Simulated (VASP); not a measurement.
These are LDA (Ceperley-Alder, Perdew-Zunger), VASP's LDA PAW potentials (set 64) (plane waves; VASP) values and carry that method's errors.

A VASP calculation is set up with these files.

**INCAR**
```
SYSTEM  =  SrCl2
LCHARG  =  F
PREC  =  Accurate
EDIFF  =  1E-6   # SCF stop (eV)
ENCUT  =  520   # plane-wave cut-off (eV)
ISIF  =  3   # ions, shape and volume
LWAVE  =  F
NELM  =  100
EDIFFG  =  -0.02
ISMEAR  =  0
IBRION  =  2   # conjugate gradients
NSW  =  60   # most ionic steps
ALGO  =  Normal   # blocked Davidson
LMAXMIX  =  4
LASPH  =  T   # aspherical one-centre terms
SIGMA  =  0.05   # width (eV)
LREAL  =  F
```

File POSCAR:
```
SrCl2
1
   -0.0000000000     3.4074059756     3.4074059756
    3.4074059756    -0.0000000000     3.4074059756
    3.4074059756     3.4074059756     0.0000000000
Sr Cl
1 2
Direct
  0.0000000000   1.0000000000   1.0000000000
  0.2500000000   0.2500000000   0.2500000000
  0.7500000000   0.7500000000   0.7500000000
```

**KPOINTS**
```
K-points
0
Gamma
 5 5 5
```

POTCAR, in this order: Sr_sv Cl (LDA.64 set). Program: vasp_std.

Output

File OUTCAR:
```
 ion  position               nearest neighbor table
   1  0.000  0.000  0.000-   2 2.95   3 2.95   3 2.95   3 2.95   3 2.95   2 2.95   2 2.95   2 2.95
  LATTYP: Found a face centered cubic cell.
 ALAT       =     6.8148119512
 Subroutine PRICEL returns:
 Original cell was already a primitive cell.
 Subroutine GETGRP returns: Found 48 space group operations
The static configuration has the point symmetry O_h .
The dynamic configuration has the point symmetry O_h .
 Subroutine INISYM returns: Found 48 space group operations
 Subroutine IBZKPT returns following result:
 Found     10 irreducible k-points:

 Following reciprocal coordinates:
            Coordinates               Weight
  0.000000  0.000000  0.000000      1.000000
  0.200000  0.000000  0.000000      8.000000
  0.400000  0.000000  0.000000      8.000000
  0.200000  0.200000  0.000000      6.000000
  0.400000  0.200000  0.000000     24.000000
 -0.400000  0.200000  0.000000     24.000000
 -0.200000  0.200000  0.000000     12.000000
  0.400000  0.400000  0.000000      6.000000
 -0.400000  0.400000  0.000000     12.000000
 -0.400000  0.400000  0.200000     24.000000
   k-points           NKPTS =     10   k-points in BZ     NKDIM =     10   number of bands    NBANDS=     16
   number of dos      NEDOS =    301   number of ions     NIONS =      3
   total plane-waves  NPLWV =  46656
   dimension x,y,z NGX =    36 NGY =   36 NGZ =   36
   dimension x,y,z NGXF=    72 NGYF=   72 NGZF=   72
   ions per type =               1   2
   PREC   = accura    normal or accurate (medium, high low for compatibility)
   ISTART =      0    job   : 0-new  1-cont  2-samecut
   ICHARG =      2    charge: 1-file 2-atom 10-const
   ISPIN  =      1    spin polarized calculation?
   LNONCOLLINEAR =      F non collinear calculations
   LSORBIT =      F    spin-orbit coupling
   INIWAV =      1    electr: 0-lowe 1-rand  2-diag
   ENCUT  =  520.0 eV  38.22 Ry    6.18 a.u.   8.96  8.96  8.96*2*pi/ulx,y,z
   NELM   =    100;   NELMIN=  2; NELMDL= -5     # of ELM steps
   EDIFF  = 0.1E-05   stopping-criterion for ELM
   LREAL  =      F    real-space projection
   NLSPLINE    = F    spline interpolate recip. space projectors
   LMAXMIX     =    4 max onsite mixed and CHGCAR
   VOSKOWN=      0    Vosko Wilk Nusair interpolation
   EDIFFG = -.2E-01   stopping-criterion for IOM
   NSW    =     60    number of steps for IOM
   NBLOCK =      1;   KBLOCK =     60    inner block; outer block
   IBRION =      2    ionic relax: 0-MD 1-quasi-New 2-CG
   NFREE  =      1    steps in history (QN), initial steepest desc. (CG)
   ISIF   =      3    stress and relaxation
   ISYM   =      2    0-nonsym 1-usesym 2-fastsym
   TEIN   =    0.0    initial temperature
   TEBEG  =    0.0;   TEEND  =   0.0 temperature during run
   SMASS  =  -3.00    Nose mass-parameter (am)
   PSTRESS=    0.0 pullay stress
   NELECT =      24.0000    total number of electrons
   EFERMI =   0.00;   METHOD = LEGACY
   ISMEAR =     0;   SIGMA  =   0.05  broadening in eV -4-tet -1-fermi 0-gaus
   IALGO  =     38    algorithm
   LDIAG  =      T    sub-space diagonalisation (order eigenvalues)
   IMIX   =      4    mixing-type and parameters
     AMIX     =   0.40;   BMIX     =  1.00
     AMIX_MAG =   1.60;   BMIX_MAG =  1.00
     AMIN     =   0.10
   GGA     = CA    functional components
   VOSKOWN =     0    Vosko Wilk Nusair interpolation
   LHFCALC =     F    Hartree Fock is set to
   LHFONE  =     F    Hartree Fock one center treatment
   AEXX    =    0.0000 exact exchange contribution
   IVDW    =     0    specifies the selected vdW correction
   LEPSILON=     F    determine dielectric tensor
   LRPA    =     F    only Hartree local field effects (RPA)
  energy-cutoff  :      520.00
  volume of cell :       79.12
...
```

**OSZICAR**
```
       N       E                     dE             d eps       ncg     rms          rms(c)
DAV:   1     0.146276001958E+03    0.14628E+03   -0.11998E+04   320   0.137E+03
DAV:   2    -0.607512160735E+01   -0.15235E+03   -0.14872E+03   424   0.258E+02
DAV:   3    -0.141379860359E+02   -0.80629E+01   -0.80568E+01   448   0.615E+01
DAV:   4    -0.143863690149E+02   -0.24838E+00   -0.24835E+00   576   0.919E+00
DAV:   5    -0.143882831561E+02   -0.19141E-02   -0.19141E-02   448   0.737E-01    0.164E+01
DAV:   6    -0.141132317275E+02    0.27505E+00   -0.65876E-01   408   0.462E+00    0.105E+01
DAV:   7    -0.140840394993E+02    0.29192E-01   -0.36508E-01   416   0.385E+00    0.140E+00
DAV:   8    -0.140775459558E+02    0.64935E-02   -0.60342E-02   400   0.141E+00    0.297E-01
DAV:   9    -0.140779193608E+02   -0.37340E-03   -0.16022E-03   440   0.273E-01    0.114E-01
DAV:  10    -0.140780900151E+02   -0.17065E-03   -0.16068E-04   464   0.830E-02    0.277E-02
DAV:  11    -0.140781139578E+02   -0.23943E-04   -0.25056E-05   472   0.312E-02    0.141E-02
DAV:  12    -0.140781151865E+02   -0.12287E-05   -0.49868E-06   432   0.127E-02    0.277E-03
DAV:  13    -0.140781153483E+02   -0.16180E-06   -0.21841E-07   288   0.343E-03
   1 F= -.14078115E+02 E0= -.14078115E+02  d E =-.140781E+02
```

OUTCAR:
```
------------------------ aborting loop because EDIFF is reached ----------------------------------------
  FORCE on cell =-STRESS in cart. coord.  units (eV):
  Direction    XX          YY          ZZ          XY          YZ          ZX
  --------------------------------------------------------------------------------------
  Total       -0.0548470     -0.0548470     -0.0548470     -0.0000000     -0.0000000     -0.0000000
  in kB       -1.1106108     -1.1106108     -1.1106108     -0.0000000     -0.0000000     -0.0000000
  external PRESSURE =      -1.1106108 kB  Pullay stress =       0.0000000 kB
  volume of cell :       79.12
      direct lattice vectors                 reciprocal lattice vectors
     0.000000000  3.407405976  3.407405976    -0.146739192  0.146739192  0.146739192
     3.407405976  0.000000000  3.407405976     0.146739192 -0.146739192  0.146739192
     3.407405976  3.407405976  0.000000000     0.146739192  0.146739192 -0.146739192
 POSITION                                       TOTAL-FORCE (eV/Angst)
 -----------------------------------------------------------------------------------
      0.00000      0.00000      0.00000        -0.000000     -0.000000     -0.000000
      1.70370      1.70370      1.70370        -0.000000     -0.000000     -0.000000
      5.11111      5.11111      5.11111         0.000000      0.000000      0.000000
 -----------------------------------------------------------------------------------
    total drift:                                0.000000      0.000000      0.000000
  FREE ENERGIE OF THE ION-ELECTRON SYSTEM (eV)
  ---------------------------------------------------
  free  energy   TOTEN  =       -14.0781153483 eV

  energy  without entropy=      -14.0781153483  energy(sigma->0) =      -14.07811535

 reached required accuracy - stopping structural energy minimisation
```
(Selected blocks of OUTCAR.)

The compound is SrCl2 in the fluorite structure. It was relaxed first, which changed the volume by -7 %. The start is the result of an earlier pass.
